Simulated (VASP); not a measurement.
BaTe (rock salt): the bulk modulus from VASP (plane waves, PAW) at several levels of theory. Static lattice, third-order Birch-Murnaghan fit over five volumes.

| level | bulk modulus (GPa) |
|---|---|
| LDA | 34.9 |
| PBE | 28.3 |
| PBEsol | 31.7 |
| RPBE | 25.0 |
| AM05 | 29.4 |
| PBE-D3(BJ) | 31.1 |
| optB88-vdW | 31.1 |
| rev-vdW-DF2 | 31.0 |
| revTPSS | 29.3 |
| SCAN | 30.6 |
| r2SCAN | 30.4 |
| r2SCAN+rVV10 | 31.9 |

The cell of the LDA run:

Space group Fm-3m (No. 225); a = 6.896 Å, b = 6.896 Å, c = 6.896 Å, α = 90.00°, β = 90.00°, γ = 90.00°

```json
[
 {"atom": "Ba", "site": "4a", "symmetry": "m-3m", "x": "0.0000", "y": "0.0000", "z": "0.0000"},
 {"atom": "Te", "site": "4b", "symmetry": "m-3m", "x": "0.5000", "y": "0.5000", "z": "0.5000"}
]
```
(The calculation used a cell of 2 atoms; values per cell refer to that cell.)

Only levels that ran to the end are used. Left out are those held back, those with too coarse a band path, GW runs whose mesh misses a band edge, hybrids' fits of cells that aren't cubic and levels without matching references; a question may draw on a part of the rest.

The compound is BaTe in the rock salt structure.
